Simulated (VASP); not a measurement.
An input for Ansatz (written as the equivalent of a VASP run, and not itself run):

Ansatz 0.2 input:
```yaml
crystal:
  lattice:
    - [-1.6976690, 1.6976690, 5.7474720]
    - [1.6976690, -1.6976690, 5.7474720]
    - [1.6976690, 1.6976690, -5.7474720]
  atoms:
    - { symbol: Ta, position: [0.7500000, 0.7500000, 0.0000000] }
    - { symbol: Ta, position: [0.5000000, 0.0000000, 0.5000000] }
    - { symbol: Si, position: [0.1660000, 0.1660000, 0.0000000] }
    - { symbol: Si, position: [0.9160000, 0.4160000, 0.5000000] }
kpoints:
  mp_grid: { grid: [10, 10, 10] }
hamiltonian:
  xc: pbe
  pseudopotentials: { kind: paw }
scf:
  occupations: { method: methfessel_paxton, width: 0.1 }
  max_iter: 100
output: { forces: true, stress: true, eigenvalues: true }
```

Task: Translate this input to VASP (INCAR, KPOINTS, POSCAR, choice of POTCAR).

Result: This is not unique; one that fits is 
### INCAR
```
ALGO = Normal
EDIFF = 1E-6
ENCUT = 400
GGA = PE
ISIF = 2
ISMEAR = 1
LASPH = T
LCHARG = F
LMAXMIX = 6
LREAL = F
LWAVE = F
NELM = 100
PREC = Accurate
SIGMA = 0.1
SYSTEM = TaSi
```

File POSCAR:
```
TaSi
1
   -1.6976690000     1.6976690000     5.7474720000
    1.6976690000    -1.6976690000     5.7474720000
    1.6976690000     1.6976690000    -5.7474720000
Ta Si
2 2
Direct
  0.7500000000   0.7500000000   0.0000000000
  0.5000000000   0.0000000000   0.5000000000
  0.1660000000   0.1660000000   0.0000000000
  0.9160000000   0.4160000000   0.5000000000
```

**KPOINTS**
```
kpoints
0
Gamma
  10 10 10
0 0 0
```

POTCAR, in this order: Ta_pv Si (PBE.64 set). Program: vasp_std.

The two are equivalent in intent, not identical: each code has its own PAW files, so the cut-off isn't converted (ENCUT is set for VASP's; basis.ecutwfc is left out, and Ansatz then takes the one that its files recommend); Ansatz stops its SCF on the density residual and VASP on the energy change (EDIFF).

The structure was generated: TaSi was put into the NbAs type (I4_1md), which need not be its known phase. The cell was not relaxed at this level.
